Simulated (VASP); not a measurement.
A convergence study with VASP on SiC (zinc blende): one setting is varied, all else stays as given below, so the limit is that of these other settings.

```yaml
crystal:
  lattice:
    - [0.00000, 2.18000, 2.18000]
    - [2.18000, 0.00000, 2.18000]
    - [2.18000, 2.18000, 0.00000]
  atoms:
    - { symbol: Si, position: [0.00000, 0.00000, 0.00000] }
    - { symbol: C, position: [0.25000, 0.25000, 0.25000] }
```

Method: PBE GGA, VASP's PBE PAW potentials (set 64) (plane waves; VASP). The tightest run used: 700 eV cut-off, 20×20×20 Γ-centred mesh, Gaussian smearing of 0.010 eV, potentials Si C.

The reference is 20×20×20 mesh, which took about 20 core-minutes. Costs are core time on shared hosts, one run each; read them as rough ratios.

Question: Of the settings 4×4×4 mesh; 6×6×6 mesh; 8×8×8 mesh; 10×10×10 mesh; 12×12×12 mesh; 14×14×14 mesh; 16×16×16 mesh; 18×18×18 mesh; 20×20×20 mesh, which is the lowest that keeps the difference from the reference in mean ε∞ within 0.05 from there on, and what does it cost?

Answer: 10×10×10 mesh; its cost over the reference is about 1/6.
```tsv
setting	difference in mean ε∞	cost over the reference
4×4×4 mesh	2.45	about 1/30
6×6×6 mesh	0.59	about 1/20
8×8×8 mesh	0.15	about 1/10
10×10×10 mesh	0.04	about 1/6
12×12×12 mesh	0.01	about 1/4
14×14×14 mesh	0.00	about 1/3
16×16×16 mesh	0.00	within a factor of 2
18×18×18 mesh	0.00	within a factor of 2
20×20×20 mesh	0.00	reference
```

Left out are rungs that failed or repeat a setting and relaxations that didn't move; long series are thinned to 24 rows.

The compound is SiC in the zinc blende structure. The cell was not relaxed at this level.
